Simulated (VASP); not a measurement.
A convergence study with VASP on AlN (zinc blende): one setting is varied, all else stays as given below, so the limit is that of these other settings. ε∞ is the independent-particle value.

```yaml
crystal:
  lattice:
    - [0.00000, 2.19000, 2.19000]
    - [2.19000, 0.00000, 2.19000]
    - [2.19000, 2.19000, 0.00000]
  atoms:
    - { symbol: Al, position: [0.00000, 0.00000, 0.00000] }
    - { symbol: N, position: [0.25000, 0.25000, 0.25000] }
```

Calculation: LDA (Ceperley-Alder, Perdew-Zunger), VASP's LDA PAW potentials (set 64) (plane waves; VASP). The tightest run used: 700 eV cut-off, 9×9×9 Γ-centred mesh, Gaussian smearing of 0.050 eV, potentials Al N.

Question: The settings run are NBANDS = 5; NBANDS = 6; NBANDS = 8; NBANDS = 12; NBANDS = 20; NBANDS = 36; NBANDS = 68; NBANDS = 132. From which on does the mean ε∞ stay within 0.3  of the tightest run?

Answer: From NBANDS = 8 on: it is off by 0.21 there and by no more than 0.3 in any finer run, while NBANDS = 6 is off by 0.77.
```csv
setting,mean ε∞,bands,difference judged ()
NBANDS = 5,3.25,5,1.57
NBANDS = 6,4.05,6,0.77
NBANDS = 8,4.60,8,0.21
NBANDS = 12,4.75,12,0.06
NBANDS = 20,4.80,20,0.02
NBANDS = 36,4.81,36,0.00
NBANDS = 68,4.82,68,0.00
NBANDS = 132,4.81,132,0.00
```

Left out are rungs that failed or repeat a setting and relaxations that didn't move; long series are thinned to 24 rows.

The compound is AlN in the zinc blende structure, a metastable form; wurtzite is the usual one. The cell was not relaxed at this level.
